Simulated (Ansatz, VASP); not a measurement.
## Cross-check of GaN between VASP and Ansatz

Wanted: the spread between two codes on one cell, functional and k mesh. The cell is taken from a series of runs on this material, whose earlier steps may have relaxed, scaled, displaced or heated it; both programs get it as it stands.

Program: Ansatz 0.2.0. Level of theory: plane waves, with VASP 6.6.1 beside it; zone-centre phonons at LDA. Results are calculated unless marked as measured.

### 1. The structure

It takes space group F-43m (No. 216, cubic). The conventional cell has a = 4.455 Å, b = 4.455 Å, c = 4.455 Å, α = 90.00°, β = 90.00°, γ = 90.00°. Nearest to N lie 4 Ga at 1.93 Å. Ga has 4 N at 1.93 Å nearest. Farther neighbours and most contacts between anions are not listed.

Coordinates:

```
N Ga
1.0
     0.00000    2.22760    2.22760
     2.22760    0.00000    2.22760
     2.22760    2.22760    0.00000
N Ga
1 1
Direct
  0.25000 0.25000 0.25000
  0.00000 0.00000 0.00000
```

### 2. VASP: zone-centre phonons, LDA

Second derivatives magnify differences that forces hide, and they need a tight electronic threshold.

Lines of VASP's logs that name or quote its potential files are left out, and so is its time.

File INCAR:

```
SYSTEM = GaN
PREC = Accurate
ENCUT = 600
EDIFF = 1E-08
NELM = 120
ISMEAR = -1
SIGMA = 0.03
LREAL = .FALSE.
ALGO = Normal
GGA = CA
NELECT = 18.002211
NBANDS = 15
LORBIT = 11
LWAVE = .FALSE.
LCHARG = .FALSE.
ISIF = 2
IBRION = 8
LASPH = .TRUE.
GGA_COMPAT = .FALSE.
KPAR = 2
```

File POSCAR:

```
GaN
1.0
    0.0000000000      2.2276025113      2.2276025113
    2.2276025113      0.0000000000      2.2276025113
    2.2276025113      2.2276025113      0.0000000000
N Ga
1 1
Direct
    0.2500000000      0.2500000000      0.2500000000
    0.0000000000      0.0000000000      0.0000000000
```

File KPOINTS:

```
Automatic mesh
0
Gamma
30 30 30
0 0 0
```

The projector-augmented-wave data sets are N and Ga_d (LDA family, release 64).

Command:

```console
> mpirun -np 2 vasp_std
```

Numbers of over 12 decimals in the logs are rounded to 6 here.

Output:

```text
[banner, memory and clock lines left out]
running    2 mpi-ranks, on    1 nodes
 distrk:  each k-point on    1 cores,    2 groups
 distr:  one band on    1 cores,    1 groups

 POSCAR found type information on POSCAR N Ga
 POSCAR found :  2 types and       2 ions
 LDA part: xc-table for (Slater(with rela. corr.)+CA(PZ))
 , standard interpolation
 POSCAR, INCAR and KPOINTS ok, starting setup
 FFT: planning ... GRIDC
 FFT: planning ... GRID_SOFT
 FFT: planning ... GRID
 WAVECAR not read
 entering main loop
       N       E                     dE             d eps       ncg     rms          rms(c)
DAV:   1     0.885437836280E+02    0.88544E+02   -0.10256E+04 24963   0.236E+03
DAV:   2    -0.956095235197E+01   -0.98105E+02   -0.91100E+02 25781   0.363E+02
DAV:   3    -0.159339168172E+02   -0.63730E+01   -0.63439E+01 25115   0.775E+01
DAV:   4    -0.160080872575E+02   -0.74170E-01   -0.74151E-01 28591   0.883E+00
DAV:   5    -0.160090228193E+02   -0.93556E-03   -0.93555E-03 26356   0.944E-01BRMIX: very serious problems
 the old and the new charge density differ
 old charge density:    18.00000 new   18.00221
BRMIX: very serious problems
 the old and the new charge density differ
 old charge density:    18.00000 new   18.00221
    0.761E+00
DAV:   6    -0.139827039416E+02    0.20263E+01   -0.52189E+00 33889   0.442E+01    0.266E+00
DAV:   7    -0.139554291196E+02    0.27275E-01   -0.26843E-01 26375   0.646E+00    0.168E+00
DAV:   8    -0.139306343877E+02    0.24795E-01   -0.70150E-02 26977   0.301E+00    0.694E-01
DAV:   9    -0.139273097706E+02    0.33246E-02   -0.12725E-02 31011   0.252E+00    0.197E-01
DAV:  10    -0.139273659202E+02   -0.56150E-04   -0.15867E-03 28229   0.582E-01    0.774E-02
DAV:  11    -0.139273009741E+02    0.64946E-04   -0.21804E-04 34429   0.276E-01    0.108E-02
DAV:  12    -0.139273028995E+02   -0.19254E-05   -0.17452E-05 25773   0.488E-02    0.150E-03
DAV:  13    -0.139273028755E+02    0.24049E-07   -0.61786E-07 35394   0.154E-02    0.118E-03
DAV:  14    -0.139273028791E+02   -0.36371E-08   -0.34859E-08 25525   0.189E-03
   1 F= -.13927303E+02 E0= -.13927283E+02  d E =-.406399E-04
 Linear response reoptimize wavefunctions to high precision
DAV:   1    -0.139273028789E+02    0.23920E-09   -0.13428E-09 19670   0.448E-04
DAV:   2    -0.139273028789E+02   -0.46839E-10   -0.41086E-10 14731   0.198E-04
 Linear response DOF=           2
 Linear response progress:
  Degree of freedom:   1/  2
       N       E                     dE             d eps       ncg     rms          rms(c)
RMM:   1    -0.236181902805E+00   -0.23618E+00    0.91409E-02263142   0.404E+00
RMM:   2    -0.227196877756E+00    0.89850E-02   -0.88032E-03194148   0.104E+00    0.144E-01
RMM:   3    -0.228266094738E+00   -0.10692E-02   -0.15518E-03215060   0.337E-01    0.705E-02
RMM:   4    -0.229479818723E+00   -0.12137E-02   -0.35676E-04213778   0.133E-01    0.176E-02
RMM:   5    -0.229563224855E+00   -0.83406E-04   -0.11989E-05220467   0.311E-02    0.271E-03
RMM:   6    -0.229510558505E+00    0.52666E-04   -0.77958E-07215590   0.803E-03    0.123E-03
RMM:   7    -0.229504103430E+00    0.64551E-05   -0.45830E-08227191   0.200E-03    0.202E-04
RMM:   8    -0.229502423860E+00    0.16796E-05   -0.88505E-09223405   0.516E-04    0.253E-05
RMM:   9    -0.229502073120E+00    0.35074E-06    0.22901E-10226953   0.160E-04    0.112E-05
RMM:  10    -0.229502248311E+00   -0.17519E-06    0.85281E-10222392   0.713E-05    0.116E-06
RMM:  11    -0.229502243173E+00    0.51383E-08    0.12820E-09223662   0.385E-05    0.372E-07
 first order change of Fermi-energy   0.10566E-03
 force on displaced ion       1 direction 1 : -13.333   0.000   0.000
 Linear response progress:
  Degree of freedom:   2/  2
       N       E                     dE             d eps       ncg     rms          rms(c)
RMM:   1    -0.163268543580E+00   -0.16327E+00    0.27368E-01143070   0.924E+00
RMM:   2    -0.161062589792E+00    0.22060E-02   -0.34730E-02219691   0.169E+00    0.559E-02
RMM:   3    -0.161284432233E+00   -0.22184E-03   -0.24749E-03221657   0.398E-01    0.338E-02
RMM:   4    -0.160904024207E+00    0.38041E-03   -0.16583E-04233226   0.111E-01    0.359E-03
RMM:   5    -0.160914869361E+00   -0.10845E-04   -0.52423E-06238899   0.322E-02    0.216E-03
RMM:   6    -0.160910198969E+00    0.46704E-05    0.28080E-06239141   0.101E-02    0.321E-04
RMM:   7    -0.160910476442E+00   -0.27747E-06    0.17946E-06242148   0.351E-03    0.183E-04
RMM:   8    -0.160910670184E+00   -0.19374E-06    0.12765E-06241415   0.121E-03    0.364E-05
RMM:   9    -0.160910601682E+00    0.68502E-07    0.59653E-07241496   0.454E-04    0.996E-06
RMM:  10    -0.160910528183E+00    0.73499E-07    0.42538E-07241346   0.190E-04    0.209E-06
RMM:  11    -0.160910546666E+00   -0.18483E-07    0.16210E-07243372   0.894E-05    0.603E-07
RMM:  12    -0.160910548617E+00   -0.19508E-08    0.13856E-07234132   0.532E-05    0.364E-07
RMM:  13    -0.160910557654E+00   -0.90378E-08    0.14171E-08207904   0.387E-05    0.832E-08
 first order change of Fermi-energy  -0.49946E-05
 force on displaced ion       2 direction 1 : -13.317   0.000   0.000
 Linear response finished
```

OUTCAR, selected parts (step 2):

```text
NELECT = 18.002211

 ion  position               nearest neighbor table
   1  0.250  0.250  0.250-   2 1.93   2 1.93   2 1.93   2 1.93
   2  0.000  0.000  0.000-   1 1.93   1 1.93   1 1.93   1 1.93

  LATTYP: Found a face centered cubic cell.
 ALAT       =     4.4552050226

 Subroutine GETGRP returns: Found 24 space group operations
 (whereof 24 operations were pure point group operations)

The static configuration has the point symmetry T_d .

 Found    752 irreducible k-points:

   k-points           NKPTS =    752   k-points in BZ     NKDIM =    752   number of bands    NBANDS=     15

   dimension x,y,z NGX =    28 NGY =   28 NGZ =   28
   dimension x,y,z NGXF=    56 NGYF=   56 NGZF=   56

   ENCUT  =  600.0 eV  44.10 Ry    6.64 a.u.   6.29  6.29  6.29*2*pi/ulx,y,z

 k-points in reciprocal lattice and weights: Automatic mesh
   0.00000000  0.00000000  0.00000000       0.000
   0.03333333  0.00000000  0.00000000       0.000
   0.06666667  0.00000000  0.00000000       0.000
   0.10000000  0.00000000  0.00000000       0.000
   0.13333333  0.00000000  0.00000000       0.000
   0.16666667  0.00000000  0.00000000       0.000
   0.20000000  0.00000000  0.00000000       0.000
   0.23333333  0.00000000  0.00000000       0.000
   0.26666667  0.00000000  0.00000000       0.000
[...]
-0.26666667  0.46666667  0.23333333       0.001
  -0.26666667  0.50000000  0.23333333       0.000

 average (electrostatic) potential at core
       1 -61.6339       2 -64.3656

  Total        0.1809777      0.1809777      0.1809777     -0.0000000      0.0000000     -0.0000000
  in kB       13.1157299     13.1157299     13.1157299     -0.0000000      0.0000000     -0.0000000
  external PRESSURE =      13.1157299 kB  Pullay stress =       0.0000000 kB

  energy-cutoff  :      600.00
  volume of cell :       22.11
      direct lattice vectors                 reciprocal lattice vectors
     0.000000000  2.227602511  2.227602511    -0.224456561  0.224456561  0.224456561
     2.227602511  0.000000000  2.227602511     0.224456561 -0.224456561  0.224456561
     2.227602511  2.227602511  0.000000000     0.224456561  0.224456561 -0.224456561

 POSITION                                       TOTAL-FORCE (eV/Angst)
 -----------------------------------------------------------------------------------
      1.11380      1.11380      1.11380        -0.000000     -0.000000     -0.000000
      0.00000      0.00000      0.00000         0.000000      0.000000      0.000000
 -----------------------------------------------------------------------------------
    total drift:                               -0.000000     -0.000000      0.000000

 Eigenvectors and eigenvalues of the dynamical matrix
 ----------------------------------------------------

   1 f  =   16.715995 THz   105.029696 2PiTHz  557.585587 cm-1    69.131771 meV
             X         Y         Z           dx          dy          dz
      1.113801  1.113801  1.113801     0.000000    0.912655    0.000000
      0.000000  0.000000  0.000000     0.000000   -0.408732    0.000000

   2 f  =   16.715995 THz   105.029696 2PiTHz  557.585587 cm-1    69.131771 meV
             X         Y         Z           dx          dy          dz
      1.113801  1.113801  1.113801     0.912655    0.000000    0.000000
      0.000000  0.000000  0.000000    -0.408732    0.000000    0.000000

   3 f  =   16.715995 THz   105.029696 2PiTHz  557.585587 cm-1    69.131771 meV
             X         Y         Z           dx          dy          dz
      1.113801  1.113801  1.113801     0.000000    0.000000    0.912655
      0.000000  0.000000  0.000000     0.000000    0.000000   -0.408732

   4 f/i=    0.003725 THz     0.023405 2PiTHz    0.124251 cm-1     0.015405 meV
             X         Y         Z           dx          dy          dz
      1.113801  1.113801  1.113801     0.000000   -0.408732    0.000000
      0.000000  0.000000  0.000000     0.000000   -0.912655    0.000000

   5 f/i=    0.003725 THz     0.023405 2PiTHz    0.124251 cm-1     0.015405 meV
             X         Y         Z           dx          dy          dz
      1.113801  1.113801  1.113801    -0.408732    0.000000    0.000000
      0.000000  0.000000  0.000000    -0.912655    0.000000    0.000000

   6 f/i=    0.003725 THz     0.023405 2PiTHz    0.124251 cm-1     0.015405 meV
             X         Y         Z           dx          dy          dz
      1.113801  1.113801  1.113801     0.000000    0.000000   -0.408732
      0.000000  0.000000  0.000000     0.000000    0.000000   -0.912655

 ELASTIC MODULI CONTR FROM IONIC RELAXATION (kBar)
 Direction    XX          YY          ZZ          XY          YZ          ZX
 --------------------------------------------------------------------------------
 XX          -0.0000      0.0000     -0.0000     -0.0000      0.0000     -0.0000
 YY          -0.0000     -0.0000     -0.0000      0.0000      0.0000     -0.0000
 ZZ          -0.0000     -0.0000     -0.0000      0.0000      0.0000      0.0000
 XY          -0.0000      0.0000      0.0000   -452.7390      0.0000      0.0000
 YZ           0.0000      0.0000      0.0000      0.0000   -452.7390      0.0000
 ZX          -0.0000     -0.0000      0.0000      0.0000      0.0000   -452.7390
 --------------------------------------------------------------------------------
```

The cell is charged against a uniform background.

### 3. Ansatz: zone-centre phonons, LDA

Ansatz runs on its PAW soft_1 files.

The same cell, functional (in two slightly different forms), mesh and smearing now go to Ansatz, which takes its cutoff from its data sets.

File input.yaml:

```yaml
crystal:
  lattice:
    - [0.0, 2.2276025113, 2.2276025113]
    - [2.2276025113, 0.0, 2.2276025113]
    - [2.2276025113, 2.2276025113, 0.0]
  atoms:
    - { symbol: "N", position: [0.25, 0.25, 0.25] }
    - { symbol: Ga, position: [0.0, 0.0, 0.0] }
total_charge: -0.002211
kpoints:
  mp_grid: { grid: [30, 30, 30] }
hamiltonian:
  xc: lda
  pseudopotentials: { kind: paw, azcp: { folder: soft_1 }, xc_functional: pbe }
scf:
  occupations: { method: fermi_dirac, width: 0.03 }
output:
  eigenvalues: true
phonons:
  method: dfpt
```

Command:

```console
> ansatz run input.yaml --threads 8 --pin off --max-ram 16384MiB --backend cpu --events-out ev --progress --plain --runs-dir out
```

Output:

```text
zone centre: on kpoints.mp_grid the ground state, and the responses unless they are solved on pairs of k-points, stand on 1992 of the mesh's 27000 k-points, reduced under 8 symmetry operations, with k and −k counted as one. Each operation leaves every solved displacement unchanged or reverses it
Engine: ansatz 0.2.0, aarch64-unknown-linux-gnu
Pseudopotentials: kind: paw
Pseudopotential: N, paw, valence charge 5, recommended cutoff 420 eV (normal), soft_1/N.paw.azcp
Pseudopotential: Ga, paw, valence charge 13, recommended cutoff 420 eV (normal), soft_1/Ga.paw.azcp
Functional definition: SPW92
  exchange = slater_x
  correlation = pw_c
Crystal: 2 atoms, lattice volume = 22.108 Å³
Basis set: ecut = 420 eV, 411 PW (Γ), exchange–correlation on 48×48×48 points (8 copies of the dense FFT grid, shifted against one another)
Bands: 14, of which v1, the nominal top of the filled ones, is band 9 counted from 1 (8 counted from 0)
Symmetry: 24 space group operations
k-points: 1992 of 27000 (irreducible under 8 space group operations, time reversal used)
Non-local potential: N, projectors of the file, l = 0: 2, l = 1: 2, l = 2: 1
Non-local potential: Ga, projectors of the file, l = 0: 2, l = 1: 2, l = 2: 3, l = 3: 1
PAW form: soft (Blöchl's): semilocal exchange-correlation on the pseudo side does not see the compensation charge
PAW frozen core: N, regenerated for the run's functional, and the local potential with it (the file was generated under x = pbe(κ = 0.804, μ = 0.219515), c = pbe(β = 0.066725))
PAW frozen core: Ga, regenerated for the run's functional, and the local potential with it (the file was generated under x = pbe(κ = 0.804, μ = 0.219515), c = pbe(β = 0.066725))
PAW one-centre angular grid: N, 110 points (default); XC on 64 Gauss nodes
PAW one-centre angular grid: Ga, 590 points (default); XC on 64 Gauss nodes
Initial density: superposition of atomic densities (chi_scale 0.1, normalization cell, long waves kept (reshape's long-wave potential 0.00 eV rms))
Initial wavefunctions: pseudopotential atomic-orbital guess
Functional: x = slater, c = lda
SCF iter   1: F=—  HF=-4082.700948 eV  |F-HF|=—  |Δ(HF+E_count)|=         —  Δρ=1.06e-1  dr2=2.21e0  ethr=3.10e-3  ⟨swp⟩=4.7  Hψ=138234  notcnv=0
preconditioner: auto → none  [insulator: Δε(μ)=0.080 eV  Ē_g=20.581 eV  σ=0.030 eV  W_gap=0.58  n_scr=8 (ndim 8)  ℏωp=33.5 eV  f_vac=0.000  D(μ)=0.02/eV (n_scr^D=0)  ε∞_Penn≈3.7]
SCF iter   2: F=—  HF=-4082.150474 eV  |F-HF|=—  |Δ(HF+E_count)|=   5.50e-1  Δρ=4.13e-2  dr2=3.28e-1  ethr=3.10e-3  ⟨swp⟩=2.3  Hψ=56885  notcnv=0  defer=1952
SCF iter   3: F=—  HF=-4082.069437 eV  |F-HF|=—  |Δ(HF+E_count)|=   8.10e-2  Δρ=1.16e-2  dr2=1.21e-2  ethr=1.82e-3  ⟨swp⟩=2.7  Hψ=46832  notcnv=0  defer=1952
SCF iter   4: F=—  HF=-4082.061415 eV  |F-HF|=—  |Δ(HF+E_count)|=   8.02e-3  Δρ=1.97e-3  dr2=3.34e-4  ethr=6.74e-5  ⟨swp⟩=2.0  Hψ=55189  notcnv=0  defer=1952
SCF iter   5: F=—  HF=-4082.061305 eV  |F-HF|=—  |Δ(HF+E_count)|=   1.10e-4  Δρ=3.03e-4  dr2=7.03e-6  ethr=1.85e-6  ⟨swp⟩=2.0  Hψ=50124  notcnv=0  defer=1952
SCF iter   6: F=—  HF=-4082.061309 eV  |F-HF|=—  |Δ(HF+E_count)|=   4.30e-6  Δρ=1.87e-5  dr2=3.96e-8  ethr=3.91e-8  ⟨swp⟩=2.1  Hψ=43963  notcnv=0  defer=1952
SCF iter   7: F=—  HF=-4082.061309 eV  |F-HF|=—  |Δ(HF+E_count)|=   1.98e-7  Δρ=1.21e-6  dr2=1.36e-10  ethr=2.20e-10  ⟨swp⟩=2.9  Hψ=47721  notcnv=0  defer=1952
SCF iter   8: F=-4082.061309 eV  HF=-4082.061309 eV  |F-HF|=9.09e-13  |Δ(HF+E_count)|=  1.36e-11  Δρ=5.07e-8  dr2=3.97e-13  ethr=1.00e-12  ⟨swp⟩=9.8  Hψ=135329  notcnv=0
SCF 1 converged in 8 iterations: F = -4082.061309 eV  dr2 = 3.97e-13
  greatest PAW one-centre occupation: 0.996 electrons in one spin orbital (limit 2), on the Ga atom at site 1 (counted from 0), in its partial waves of l = 2
DFPT response loops at Γ: preconditioner auto → Kerker (q_TF=auto, 2.636 Å⁻¹) (partly filled bands, converged f_vac=0.000); β = 1.00, the filter's whole step (`scf.mixing.beta` (0.50) is not read by the response loops under this deck's `scf.mixing.preconditioner`; to damp them name `kerker` or `kerker_dos`, under which they read `scf.mixing.beta`, and type it under 1.00, their step now; both keys bind the ground state too); Broyden in place of MSR1
SCF converged after 8 iterations
Free energy (F): -4082.061309 eV
Harris-Foulkes:  -4082.061309 eV  (|F-HF|=9.09e-13)
Internal energy: -4082.061269 eV  (E = F + TS)
E sigma→0 (E₀):  -4082.061289 eV
Entropy (-TS):   -0.000041 eV (-0.020 meV/atom)
Fermi energy:    12.136827 eV
--- Per-component energies (eV) ---
  E_band       = -4.781887
  E_kinetic    = 241.825771
  E_local      = -1390.173021  (includes V_loc(G=0)·N_el)
  E_nonlocal   = -51.791983
  E_hartree    = 883.338639
  E_xc         = -121.878793
  E_vxc        = -131.480134  (∫ρ·V_xc dr)
  E_paw        = -2039.300581  (= ΣΔE_a)
  E_vpaw       = -439.840431  (= ΣTr[D̂ρ^β])
  E_aug_tail   = 0.000639  (compensation charges beyond the density's cutoff)
  E_ewald      = -1605.890465
  E_core_change = 1.808525  (= ΣΔE_core)
  E_smearing   = -0.000041  (= −TS)
  E_closure    = -0.000000  (closes the sum)
  E_deformation_potential = -0.041159  (in the stress; not in F)
  Σ components = -4082.061309   (vs F -4082.061309, Δ=0.00e0)
--- Band table (eV; the first three rows and the last of 1992) ---
  k-point 0: bands = [... 5 lower, -3.4690, 9.8060, 9.8060, 9.8060, 11.7661, 20.1461, 20.1461, 20.1461, ... 1 higher]
  k-point 1: bands = [... 5 lower, -3.4692, 9.6442, 9.7928, 9.7928, 11.8978, 20.0794, 20.1673, 20.1673, ... 1 higher]
  k-point 2: bands = [... 5 lower, -3.4698, 9.2456, 9.7540, 9.7540, 12.2070, 19.8972, 20.2275, 20.2275, ... 1 higher]
  k-point 1991: bands = [... 5 lower, -1.2758, 3.8866, 5.9244, 5.9515, 15.9454, 18.3572, 20.2850, 20.8723, ... 1 higher]
--- Phonons (Γ-DFPT): 2 representative perturbations + reference, on 1992 of 27000 k-points (Σ response iterations 6) ---
  k mesh reduced under 8 symmetry operations, with k and −k counted as one. Each operation leaves every solved displacement unchanged or reverses it
  ASR residual: 3.052e-5 → 0.000e0 eV/Å²; symmetrization residual: 4.680e-7 eV/Å²
  ASR residual per site (eV/Å²): 2.45e-5 3.05e-5
  Γ frequencies (cm⁻¹): 0.00 0.00 0.00 552.54 552.54 552.54
  non-analytic LO–TO correction: not included (Born effective charges unavailable; polar crystals: no LO–TO splitting at Γ)
```

### 4. Differences

Known differences besides the potentials themselves: the two LDA forms differ slightly; the cutoff is 420 eV in Ansatz and 600 eV in VASP; VASP's log shows a relativistic correction to its local exchange, Ansatz's none. Total energies have different zeros and are not compared.

The two programs side by side:

| quantity | Ansatz | VASP | difference |
| --- | --- | --- | --- |
| optical mode 1 to 3 (cm⁻¹) | 552.5 | 557.6 | -0.90 % |

Modes are paired by rising frequency, not by their patterns, so a pair may set unlike modes beside each other; they are those without the splitting of longitudinal modes. The cell carries a charge of -0.002211 e against a uniform background, so its pressure also hangs on how the neutralising background is counted, and in a defect's cell a gap may be the spacing between its levels.

### 5. Results

| Quantity | Value |
| --- | --- |
| r.m.s. difference of the optical zone-centre modes, each program's sorted by frequency (zone-centre phonons, LDA) | 5.0 cm⁻¹ |
| difference in optical mode 1 to 3 (zone-centre phonons, LDA) | -0.9 % |

In words: The r.m.s. difference of the optical zone-centre modes, each program's sorted by frequency is 5.0 cm⁻¹ (zone-centre phonons, LDA). Among the rows given in per cent, the largest difference of the zone-centre phonons, LDA pair is in optical mode 1 to 3, -0.9 %. Such differences can come from data sets, numerical settings and the points named under the comparisons, not from the functional's error against experiment.

[Lines on the potential files, build, host, timing and source positions are cut from VASP's logs without a mark.]

[Logs are printed without paths, hosts, clocks, repeated set-up lines and the standing remarks that a program may print on its own settings, such as how far it seeks lower states.]

[Hosts, paths, dates, database ids (printed as entryN), source tags and the programs' standing remarks are cut or masked in the printed files.]
